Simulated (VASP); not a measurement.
# HoO (P-6m2) in VASP: notebook

Runs on HoO. Level: r2SCAN+U. Tasks: single point.

All numbers are computed with VASP 6.6.1; they aren't measurements. Logs are shortened: lines on timing, memory, paths and dates and some standing lists are left out, and cuts for length are marked.

## (1) The structure

It takes space group P-6m2 (No. 187, hexagonal). Conventional cell: a = 3.064 Å, b = 3.064 Å, c = 2.990 Å, α = 90.00°, β = 90.00°, γ = 120.00°. Ho (site symmetry -6m2) has 6 O at 2.32 Å as nearest neighbours. Around O (site symmetry -6m2) lie 6 Ho at 2.32 Å.

The cell comes from a database or a generator and needn't be the stable form of this composition.

## (2) Single point, r2SCAN+U, collinear spin, ferromagnetic start

Contents of INCAR:

```
SYSTEM = HoO
PREC = Accurate
ENCUT = 520
EDIFF = 1E-7
ISMEAR = 0
SIGMA = 0.05
LREAL = .False.
LASPH = .True.
NELM = 120
ALGO = Normal
ISIF = 2
LWAVE = .False.
LCHARG = .False.
ISPIN = 2
MAGMOM = 4 0
LORBIT = 11
NUPDOWN = 3
LMAXMIX = 6
LDAU = .True.
LDAUTYPE = 2
LDAUL = 3 -1
LDAUU = 4 0
LDAUJ = 0 0
LDAUPRINT = 1
METAGGA = R2SCAN
LMIXTAU = .True.
NBANDS = 24
```

Contents of KPOINTS:

```
Automatic mesh
0
Gamma
  7 7 6
  0 0 0
```

Contents of POSCAR:

```
HoO
1.0
    3.0640300800      0.0000000000      0.0000000000
   -1.5320150400      2.6535278900      0.0000000000
    0.0000000000      0.0000000000      2.9903415500
Ho O
1 1
Direct
    0.0000000000      0.0000000000      0.0000000000
    0.6666666667      0.3333333333      0.5000000000
```

Potentials or basis: VASP PAW PBE potentials, release 64 (Ho, O).

Launch:

```sh
> cat potpaw_PBE.64/Ho/POTCAR potpaw_PBE.64/O/POTCAR > POTCAR
> mpirun -np 1 vasp_std > vasp.out
```

OUTCAR:

```text
SYSTEM = HoO
   PREC = Accurate
   ENCUT = 520
   EDIFF = 1E-7
   ISMEAR = 0
   LREAL = .False.
   LASPH = .True.
   NELM = 120
   ISIF = 2
   ISPIN = 2
   LORBIT = 11
   NUPDOWN = 3
   METAGGA = R2SCAN

 ion  position               nearest neighbor table
   1  0.000  0.000  0.000-   2 2.32   2 2.32   2 2.32   2 2.32   2 2.32   2 2.32
   2  0.667  0.333  0.500-   1 2.32   1 2.32   1 2.32   1 2.32   1 2.32   1 2.32

  LATTYP: Found a hexagonal cell.
 ALAT       =     3.0640300800
 C/A-ratio  =     0.9759504548

  Lattice vectors:

 A1 = (   3.0640300800,   0.0000000000,   0.0000000000)
 A2 = (  -1.5320150400,   2.6535278900,   0.0000000000)
 A3 = (   0.0000000000,   0.0000000000,   2.9903415500)

Analysis of symmetry for initial positions (statically):
=====================================================================
 Subroutine PRICEL returns:
 Original cell was already a primitive cell.

 Routine SETGRP: Setting up the symmetry group for a
 hexagonal supercell.

 Subroutine GETGRP returns: Found 12 space group operations
 (whereof 12 operations were pure point group operations)
 out of a pool of 24 trial point group operations.

The static configuration has the point symmetry D_3h.

Analysis of symmetry for dynamics (positions and initial velocities):
=====================================================================
 Subroutine PRICEL returns:
 Original cell was already a primitive cell.

 Routine SETGRP: Setting up the symmetry group for a
 hexagonal supercell.

 Subroutine GETGRP returns: Found 12 space group operations
 (whereof 12 operations were pure point group operations)
 out of a pool of 24 trial point group operations.

The dynamic configuration has the point symmetry D_3h.

Analysis of structural, dynamic, and magnetic symmetry:
=====================================================================
 Subroutine PRICEL returns:
 Original cell was already a primitive cell.

 Routine SETGRP: Setting up the symmetry group for a
 hexagonal supercell.

 Subroutine GETGRP returns: Found 12 space group operations
 (whereof 12 operations were pure point group operations)
 out of a pool of 24 trial point group operations.

The overall configuration has the point symmetry D_3h.

 Subroutine INISYM returns: Found 12 space group operations
 (whereof 12 operations are pure point group operations),
 and found     1 'primitive' translations

----------------------------------------------------------------------------------------

                                     Primitive cell

  volume of cell :      24.3129

  direct lattice vectors                    reciprocal lattice vectors
     3.064030080  0.000000000  0.000000000     0.326367553  0.188428394  0.000000000
[... 128 lines left out ...]

 number of electron      27.0000015 magnetization       2.6954835

 Free energy of the ion-electron system (eV)
  ---------------------------------------------------
  ext. energy  EPLUGINS =         0.00000000
  ---------------------------------------------------
  free energy    TOTEN  =       -50.10343225 eV

  energy without entropy =      -50.09437142  energy(sigma->0) =      -50.09890184

atom =   1  type =  1  l = 3

 onsite density matrix

spin component  1

  0.9951  0.0000  0.0000  0.0000  0.0000 -0.0000 -0.0000
  0.0000  0.9998 -0.0000 -0.0000 -0.0000 -0.0000 -0.0000
  0.0000 -0.0000  0.9951  0.0000 -0.0000  0.0000 -0.0000
  0.0000 -0.0000  0.0000  0.9948 -0.0000  0.0000 -0.0000
  0.0000 -0.0000 -0.0000 -0.0000  0.9951  0.0000  0.0000
 -0.0000 -0.0000  0.0000  0.0000  0.0000  0.9998  0.0000
 -0.0000 -0.0000 -0.0000 -0.0000  0.0000  0.0000  0.9929

spin component  2

  0.0721 -0.0000  0.0000  0.0000 -0.0000 -0.0000 -0.0000
 -0.0000  0.0138 -0.0000 -0.0000 -0.0000  0.0000 -0.0000
  0.0000 -0.0000  0.9929 -0.0000  0.0000  0.0000  0.0000
  0.0000 -0.0000 -0.0000  0.0086  0.0000  0.0000 -0.0000
 -0.0000 -0.0000  0.0000  0.0000  0.9929  0.0000  0.0000
 -0.0000  0.0000  0.0000  0.0000  0.0000  0.0138  0.0000
 -0.0000 -0.0000  0.0000 -0.0000  0.0000  0.0000  0.9889

 occupancies and eigenvectors

  o =  0.0086  v =  0.0000  0.0000  0.0000  0.0000  0.0000  0.0000  0.0000 -0.0000  0.0000  0.0000  1.0000 -0.0000 -0.0000 -0.0000      0.0000  0.0000  0.0000  0.0000  0.0000  0.0000  0.0000  0.0000  0.0000  0.0000  0.0000  0.0000  0.0000  0.0000
  o =  0.0138  v =  0.0000  0.0000  0.0000  0.0000  0.0000  0.0000  0.0000  0.0000  0.0051 -0.0000  0.0000 -0.0000  1.0000 -0.0000      0.0000  0.0000  0.0000  0.0000  0.0000  0.0000  0.0000  0.0000  0.0000  0.0000  0.0000  0.0000  0.0000  0.0000
  o =  0.0138  v =  0.0000  0.0000  0.0000  0.0000  0.0000  0.0000  0.0000 -0.0000 -1.0000  0.0000  0.0000 -0.0000  0.0051 -0.0000      0.0000  0.0000  0.0000  0.0000  0.0000  0.0000  0.0000  0.0000  0.0000  0.0000  0.0000  0.0000  0.0000  0.0000
  o =  0.0721  v =  0.0000  0.0000  0.0000  0.0000  0.0000  0.0000  0.0000 -1.0000  0.0000  0.0000  0.0000 -0.0000  0.0000 -0.0000      0.0000  0.0000  0.0000  0.0000  0.0000  0.0000  0.0000  0.0000  0.0000  0.0000  0.0000  0.0000  0.0000  0.0000
  o =  0.9889  v =  0.0000  0.0000  0.0000  0.0000  0.0000  0.0000  0.0000 -0.0000 -0.0000 -0.0000  0.0000 -0.0000  0.0000  1.0000      0.0000  0.0000  0.0000  0.0000  0.0000  0.0000  0.0000  0.0000  0.0000  0.0000  0.0000  0.0000  0.0000  0.0000
  o =  0.9929  v =  0.0000  0.0000  0.0000  0.0000  0.0000  0.0000  0.0000 -0.0000 -0.0000 -0.0000  0.0000  1.0000  0.0000  0.0000      0.0000  0.0000  0.0000  0.0000  0.0000  0.0000  0.0000  0.0000  0.0000  0.0000  0.0000  0.0000  0.0000  0.0000
  o =  0.9929  v =  0.0000  0.0000  0.0000  0.0000  0.0000  0.0000  0.0000  0.0000  0.0000  1.0000 -0.0000  0.0000  0.0000  0.0000      0.0000  0.0000  0.0000  0.0000  0.0000  0.0000  0.0000  0.0000  0.0000  0.0000  0.0000  0.0000  0.0000  0.0000
  o =  0.9929  v = -0.0000 -0.0000 -0.0000  0.0000  0.0000  0.0000 -1.0000  0.0000  0.0000  0.0000  0.0000  0.0000  0.0000  0.0000      0.0000  0.0000  0.0000  0.0000  0.0000  0.0000  0.0000  0.0000  0.0000  0.0000  0.0000  0.0000  0.0000  0.0000
  o =  0.9948  v =  0.0000 -0.0000 -0.0000  1.0000  0.0000 -0.0000  0.0000  0.0000  0.0000  0.0000  0.0000  0.0000  0.0000  0.0000      0.0000  0.0000  0.0000  0.0000  0.0000  0.0000  0.0000  0.0000  0.0000  0.0000  0.0000  0.0000  0.0000  0.0000
  o =  0.9951  v = -0.0000 -0.0000  0.0000 -0.0000  1.0000 -0.0000  0.0000  0.0000  0.0000  0.0000  0.0000  0.0000  0.0000  0.0000      0.0000  0.0000  0.0000  0.0000  0.0000  0.0000  0.0000  0.0000  0.0000  0.0000  0.0000  0.0000  0.0000  0.0000
  o =  0.9951  v =  0.0000 -0.0000 -1.0000 -0.0000  0.0000  0.0000  0.0000  0.0000  0.0000  0.0000  0.0000  0.0000  0.0000  0.0000      0.0000  0.0000  0.0000  0.0000  0.0000  0.0000  0.0000  0.0000  0.0000  0.0000  0.0000  0.0000  0.0000  0.0000
  o =  0.9951  v =  1.0000 -0.0000  0.0000  0.0000  0.0000  0.0000 -0.0000  0.0000  0.0000  0.0000  0.0000  0.0000  0.0000  0.0000      0.0000  0.0000  0.0000  0.0000  0.0000  0.0000  0.0000  0.0000  0.0000  0.0000  0.0000  0.0000  0.0000  0.0000
  o =  0.9998  v = -0.0000 -0.9532  0.0000  0.0000 -0.0000  0.3023  0.0000  0.0000  0.0000  0.0000  0.0000  0.0000  0.0000  0.0000      0.0000  0.0000  0.0000  0.0000  0.0000  0.0000  0.0000  0.0000  0.0000  0.0000  0.0000  0.0000  0.0000  0.0000
  o =  0.9998  v =  0.0000 -0.3023  0.0000 -0.0000 -0.0000 -0.9532 -0.0000  0.0000  0.0000  0.0000  0.0000  0.0000  0.0000  0.0000      0.0000  0.0000  0.0000  0.0000  0.0000  0.0000  0.0000  0.0000  0.0000  0.0000  0.0000  0.0000  0.0000  0.0000

 number of electron      27.0000014 magnetization       3.0000043

 Free energy of the ion-electron system (eV)
  ---------------------------------------------------
  ext. energy  EPLUGINS =         0.00000000
  ---------------------------------------------------
  free energy    TOTEN  =       -47.86484575 eV

  energy without entropy =      -47.86437694  energy(sigma->0) =      -47.86461134

 E-fermi :   7.5279     XC(G=0): -13.6954

 val. band max:        7.5036581807   @ k =   0.2857   0.2857   0.3333
 cond. band min:       5.3883812324   @ k =   0.0000   0.0000   0.0000
 fundamental gap:     -2.1152769483
 Fermi energy:         2.4478338769

 spin component 1

 k-point     1 :       0.0000    0.0000    0.0000
  band No.  band energies     occupation
      1     -44.5918      1.00000
      2     -18.0994      1.00000
      3     -17.9782      1.00000
      4     -17.9781      1.00000
      5     -15.3338      1.00000
      6      -1.2513      1.00000
[... 1289 lines left out ...]
     23      22.5300      0.00000
     24      26.0006      0.00000

 [... further k-points ...]

------------------------ aborting loop because EDIFF is reached ----------------------------------------

  FORCE on cell =-STRESS in cart. coord.  units (eV):
  Direction    XX          YY          ZZ          XY          YZ          ZX
  --------------------------------------------------------------------------------------
  -------------------------------------------------------------------------------------
  Total        5.4290691      5.4290691      5.2176910      0.0000000      0.0000000      0.0000000
  in kB      357.7655155    357.7655163    343.8360946      0.0000000      0.0000000      0.0000000
  external PRESSURE =     353.1223755 kB  Pullay stress =       0.0000000 kB

 VOLUME and BASIS-vectors are now :
 -----------------------------------------------------------------------------
  energy-cutoff  :      520.00
  volume of cell :       24.31
      direct lattice vectors                 reciprocal lattice vectors
     3.064030080  0.000000000  0.000000000     0.326367553  0.188428394  0.000000000
    -1.532015040  2.653527890  0.000000000     0.000000000  0.376856789  0.000000000
     0.000000000  0.000000000  2.990341550     0.000000000  0.000000000  0.334409961

 POSITION                                       TOTAL-FORCE (eV/Angst)
 -----------------------------------------------------------------------------------
      0.00000      0.00000      0.00000         0.000000     -0.000000      0.000000
      1.53202      0.88451      1.49517         0.000000      0.000000      0.000000
 -----------------------------------------------------------------------------------
    total drift:                                0.000000     -0.000000      0.000000

  FREE ENERGIE OF THE ION-ELECTRON SYSTEM (eV)
  ---------------------------------------------------
  free  energy   TOTEN  =       -47.8648457457 eV

  energy  without entropy=      -47.8643769411  energy(sigma->0) =      -47.86461134

 total charge

# of ion       s       p       d       f       tot
--------------------------------------------------
    1        2.077   5.791   0.761  10.045  18.674
    2        1.564   3.552   0.000   0.000   5.116
--------------------------------------------------
tot          3.641   9.343   0.761  10.045  23.790

 magnetization (x)

# of ion       s       p       d       f       tot
--------------------------------------------------
    1       -0.024  -0.090  -0.358   3.889   3.418
    2       -0.008  -0.054   0.000   0.000  -0.062
--------------------------------------------------
tot         -0.031  -0.144  -0.358   3.889   3.356
```

Wall time 1.7 min (1 thread of Intel Xeon 6975P-C (Granite Rapids), shared host); peak memory 0.19 GiB.

What came out:

| Item | Value |
| --- | --- |
| Free energy | -47.8648 eV |
| Pressure | 35.3 GPa |
| Net moment | 3.00 μB per cell |
| Site moments | Ho +3.42; O -0.06 μB |
| Valence electrons inside the program's atomic spheres | Ho 18.67; O 5.12 |

Stress tensor (GPa, compression positive):
```
35.78  0.00  0.00
 0.00 35.78  0.00
 0.00  0.00 34.38
```

Eigenvalues of the final occupation matrices:
| site | spin | trace | eigenvalues |
| --- | --- | --- | --- |
| site 1 f | 1 | 6.97 | 0.99 0.99 1.00 1.00 1.00 1.00 1.00 |
| site 1 f | 2 | 3.08 | 0.01 0.01 0.01 0.07 0.99 0.99 0.99 |

Caveat: the magnetic or orbital state may not be the lowest; a pressure of tens of GPa on the cell as given is suspect, and the run, the potentials or the cell itself is likely at fault; the PAW data sets were made with another functional, which shifts forces and pressure a little; spin-orbit coupling is left out, which moves the levels of the heavy elements; the total moment is fixed, so each spin has its own Fermi level. The state reached can hang on the start; a lower one may exist.

## (3) Single point, r2SCAN+U, collinear spin, ferromagnetic start

Contents of INCAR:

```
SYSTEM = HoO
PREC = Accurate
ENCUT = 520
EDIFF = 1E-7
ISMEAR = 0
SIGMA = 0.05
LREAL = .FALSE.
LASPH = .TRUE.
NELM = 120
ALGO = Normal
ISIF = 2
LWAVE = .FALSE.
LCHARG = .TRUE.
ISPIN = 2
MAGMOM = 4 0
LORBIT = 11
LMAXMIX = 6
LDAU = .TRUE.
LDAUTYPE = 2
LDAUL = 3 -1
LDAUU = 2 0
LDAUJ = 0 0
LDAUPRINT = 1
METAGGA = R2SCAN
LMIXTAU = .TRUE.
LELF = .TRUE.
LVHAR = .TRUE.
NBANDS = 24
```

Contents of KPOINTS:

```
Automatic mesh
0
G
  7 7 6
  0 0 0
```

POSCAR is that of step 2.

Potentials or basis: VASP PAW PBE potentials, release 64 (Ho, O).

Launch:

```sh
> cat potpaw_PBE.64/Ho/POTCAR potpaw_PBE.64/O/POTCAR > POTCAR
> mpirun -np 1 vasp_std > vasp.out
```

Wall time 2.1 min (1 thread of Intel Xeon 6975P-C (Granite Rapids), shared host); peak memory 0.19 GiB.

The run converged. Its results:

| Item | Value |
| --- | --- |
| Free energy | -48.2194 eV |
| Pressure | 28.2 GPa |
| Band gap on the k mesh | none (metal or under the smearing width) |
| Net moment | 3.71 μB per cell |
| Site moments | Ho +3.76; O -0.03 μB |
| Valence electrons inside the program's atomic spheres | Ho 18.70; O 5.11 |

Stress tensor (GPa, compression positive):
```
29.53  0.00  0.00
 0.00 29.53  0.00
 0.00  0.00 25.59
```

Levels at points of the mesh, in eV from the Fermi level:
Spin up:
| k point | band 13 | band 14 | band 15 | band 16 | band 17 | band 18 |
| --- | --- | --- | --- | --- | --- | --- |
| (0.00, 0.00, 0.00) | -5.19 | -5.19 | -4.71 | -2.17 | 1.14 | 4.19 |
| (0.00, 0.00, 0.50) | -5.38 | -5.18 | -5.18 | 2.16 | 2.16 | 2.35 |
Spin down:
```
           k point  band 9  band 10  band 11  band 12  band 13  band 14  band 15  band 16
(0.00, 0.00, 0.00)   -3.73    -3.73    -3.70    -2.41    -0.26     0.67     0.67     2.11
(0.00, 0.00, 0.50)   -3.70    -3.70    -3.70    -0.23     0.88     0.88     1.88     2.49
```

Eigenvalues of the final occupation matrices:
| site | spin | trace | eigenvalues |
| --- | --- | --- | --- |
| site 1 f | 1 | 6.96 | 0.99 0.99 0.99 0.99 0.99 1.00 1.00 |
| site 1 f | 2 | 3.11 | 0.01 0.02 0.02 0.11 0.99 0.99 0.99 |

Caveat: the magnetic or orbital state may not be the lowest; a pressure of tens of GPa on the cell as given is suspect, and the run, the potentials or the cell itself is likely at fault; the PAW data sets were made with another functional, which shifts forces and pressure a little; spin-orbit coupling is left out, which moves the levels of the heavy elements. The state reached can hang on the start; a lower one may exist.

## (4) Single point, r2SCAN+U, collinear spin, antiferromagnetic start

This run uses another cell than the first one: it holds 4 atoms, not 2.

Contents of INCAR:

```
PREC = Accurate
ENCUT = 520
EDIFF = 1E-6
ISMEAR = 0
SIGMA = 0.05
LREAL = False
LASPH = True
NELM = 120
ALGO = Normal
ISIF = 2
LWAVE = False
LCHARG = False
ISPIN = 2
MAGMOM = 4 -4 0 0
LORBIT = 11
LMAXMIX = 6
LDAU = True
LDAUTYPE = 2
LDAUL = 3 -1
LDAUU = 2 0
LDAUJ = 0 0
LDAUPRINT = 1
METAGGA = R2SCAN
LMIXTAU = True
NBANDS = 39
```

Contents of KPOINTS:

```
Automatic mesh
0
Gamma
  7 7 3
```

Contents of POSCAR:

```
HoO
1.0
    3.0640300800      0.0000000000      0.0000000000
   -1.5320150400      2.6535278900      0.0000000000
    0.0000000000      0.0000000000      5.9806831000
Ho O
2 2
Direct
    0.0000000000      0.0000000000      0.0000000000
    0.0000000000      0.0000000000      0.5000000000
    0.6666666667      0.3333333333      0.2500000000
    0.6666666667      0.3333333333      0.7500000000
```

Launch:

```sh
> cat potpaw_PBE.64/Ho/POTCAR potpaw_PBE.64/O/POTCAR > POTCAR
> mpirun -np 1 vasp_std > vasp.out
```

Wall time 9.8 min (1 thread of Intel Xeon 6975P-C (Granite Rapids), shared host); peak memory 0.24 GiB.

Results (log left out):

```yaml
Free_energy: -96.6635 eV
Pressure: 31.6 GPa
Band_gap_on_the_k_mesh: 0.26 eV
Net_moment: 0.00 μB per cell
Site_moments: Ho +4.30, -4.30; O +0.00 μB
Valence_electrons_inside_the_program's_atomic_spheres: Ho 18.67; O 5.11
```

Stress tensor (GPa, compression positive):
```
32.54  0.00  0.00
 0.00 32.54  0.00
 0.00  0.00 29.79
```

Levels at points of the mesh, in eV from the valence-band top:
Spin up:
| k point | band 23 | band 24 | band 25 | band 26 | band 27 | band 28 | band 29 | band 30 | band 31 | band 32 |
| --- | --- | --- | --- | --- | --- | --- | --- | --- | --- | --- |
| (0.00, 0.00, 0.00) | -4.90 | -4.17 | -3.94 | -3.94 | -2.29 | 0.26 | 0.50 | 0.50 | 1.18 | 2.02 |
Spin down:
```tsv
k point	band 23	band 24	band 25	band 26	band 27	band 28	band 29	band 30	band 31	band 32
(0.00, 0.00, 0.00)	-4.90	-4.17	-3.94	-3.94	-2.29	0.26	0.50	0.50	1.18	2.02
```

Eigenvalues of the final occupation matrices:
```
    site  spin  trace                         eigenvalues
site 1 f     1   6.97  0.99 0.99 1.00 1.00 1.00 1.00 1.00
site 1 f     2   3.03  0.01 0.01 0.02 0.02 0.99 0.99 0.99
site 2 f     1   3.03  0.01 0.01 0.02 0.02 0.99 0.99 0.99
site 2 f     2   6.97  0.99 0.99 1.00 1.00 1.00 1.00 1.00
```

Caveat: the magnetic or orbital state may not be the lowest; a pressure of tens of GPa on the cell as given is suspect, and the run, the potentials or the cell itself is likely at fault; the PAW data sets were made with another functional, which shifts forces and pressure a little; spin-orbit coupling is left out, which moves the levels of the heavy elements; an odd mesh through Γ misses points on the zone boundary, where band edges often lie. The state reached can hang on the start; a lower one may exist.

## (5) Overview

```tsv
spin	U	fixed moment (μB)	k mesh	supercell matrix	gap on the mesh (eV)	pressure (GPa)	moment (μB)
collinear, ferromagnetic start	Ho f U = 4 eV	3	7 × 7 × 6	-	-	35.3	3.00
collinear, ferromagnetic start	Ho f U = 2 eV	-	7 × 7 × 6	-	none	28.2	3.71
collinear, antiferromagnetic start	Ho f U = 2 eV	-	7 × 7 × 3	[1, 0, 0, 0, 1, 0, 0, 0, 2]	0.26	31.6	0.00
```

Alike in all rows: task single point; level r2SCAN+U; potentials or basis VASP PAW PBE potentials, release 64 (Ho, O); cell as given; cutoff (eV) 520; smearing gaussian 0.05 eV.

Caveats: the magnetic or orbital state may not be the lowest; a pressure of tens of GPa on the cell as given is suspect, and the run, the potentials or the cell itself is likely at fault; the PAW data sets were made with another functional, which shifts forces and pressure a little; spin-orbit coupling is left out, which moves the levels of the heavy elements; the total moment is fixed, so each spin has its own Fermi level (some runs); an odd mesh through Γ misses points on the zone boundary, where band edges often lie (some runs).

Total energies depend on the potentials used, so only differences within one code and one set of settings carry meaning.
